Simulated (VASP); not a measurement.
The input files of a VASP run:

INCAR:
```
SYSTEM = HfO2
PREC = Accurate
ENCUT = 500
EDIFF = 1E-6
NELM = 100
ALGO = Normal
LREAL = .FALSE.
LASPH = .TRUE.
ISMEAR = 0
SIGMA = 0.05
GGA = PE
LMAXMIX = 6
LWAVE = .TRUE.
LCHARG = .FALSE.
```

File KPOINTS:
```
Automatic mesh
0
Gamma
4 4 6
```

### POSCAR
```
HfO2
1
    4.8589668419     0.0000000000     0.0000000000
    0.0000000000     4.8589668419     0.0000000000
    0.0000000000     0.0000000000     3.2242394448
Hf O
2 4
Direct
  0.0000000000   0.0000000000   0.0000000000
  0.5000000000   0.5000000000   0.5000000000
  0.1946891581   0.8053108419   0.5000000000
  0.8053108419   0.1946891581   0.5000000000
  0.6946891581   0.6946891581   0.0000000000
  0.3053108419   0.3053108419   0.0000000000
```

POTCAR, in this order: Hf_pv O (PBE.64 set). Program: vasp_std.

Problem. Write an equivalent input for Quantum ESPRESSO's pw.x.

Solution. One equivalent input (not run):
```
&CONTROL
  calculation = 'scf'
  pseudo_dir = './pseudo'
  outdir = './out'
  tprnfor = .true.
  tstress = .true.
/
&SYSTEM
  ibrav = 0
  nat = 6
  ntyp = 2
  ecutwfc = 84
  occupations = 'smearing'
  smearing = 'gaussian'
  degauss = 0.003675
  input_dft = 'pbe'
/
&ELECTRONS
  conv_thr = 7.3e-08
  electron_maxstep = 100
/
ATOMIC_SPECIES
  Hf 178.490 Hf.upf
  O 15.999 O.upf
CELL_PARAMETERS angstrom
     4.8589668    0.0000000    0.0000000
     0.0000000    4.8589668    0.0000000
     0.0000000    0.0000000    3.2242394
ATOMIC_POSITIONS crystal
  Hf   0.0000000  0.0000000  0.0000000
  Hf   0.5000000  0.5000000  0.5000000
  O    0.1946892  0.8053108  0.5000000
  O    0.8053108  0.1946892  0.5000000
  O    0.6946892  0.6946892  0.0000000
  O    0.3053108  0.3053108  0.0000000
K_POINTS automatic
  4 4 6 0 0 0
```
What does not carry over: the potentials are each code's own (VASP's PAW set, PseudoDojo norm-conserving files in pw.x), so ENCUT and ecutwfc are chosen apart and not converted; conv_thr bounds pw.x's estimated SCF error, while EDIFF bounds the energy change between steps.

The structure comes from a computed database's HfO2 entry (P4_2/mnm); how it stands against other phases isn't given here. It was relaxed first.
